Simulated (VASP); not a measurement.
The system is Na.

```
Na
1.0
    -2.14100    2.14100    2.14100
     2.14100   -2.14100    2.14100
     2.14100    2.14100   -2.14100
Na
1
Direct
  0.00000 0.00000 0.00000
```

- Program: VASP 6.6.1
- Task: relaxation of cell and atoms
- Functional: PBEsol
- Potentials or basis: VASP PAW PBE potentials, release 64 (Na_pv)
- Cutoff: 600 eV
- k mesh: 12 × 12 × 12
- Occupations: methfessel-paxton, width 0.1 eV
- Spin: no spin polarisation

At the start: pressure -0.5 GPa; volume 39.26 Å³/atom.

Q: How do energy, volume and symmetry change on relaxing?

A: Over 3 steps the energy falls by 5.5 meV/atom and the volume is 36.28 Å³/atom (-7.6 %); space group Im-3m (No. 229, to 0.05 Å).

Step by step:
```tsv
step	energy change (eV)	largest force (eV/Å)	pressure (GPa)	volume (Å³)
1	0.0000	0.0000	-0.55	39.26
2	-0.0023	0.0000	-0.43	38.50
3	-0.0055	0.0000	-0.02	36.28
```

Final structure:
```
CELL_PARAMETERS angstrom
-2.08539 2.08539 2.08539
2.08539 -2.08539 2.08539
2.08539 2.08539 -2.08539
ATOMIC_POSITIONS crystal
Na 0.00000 0.00000 0.00000
```

Caveat: the PAW data sets were made with another functional, which shifts forces and pressure a little.
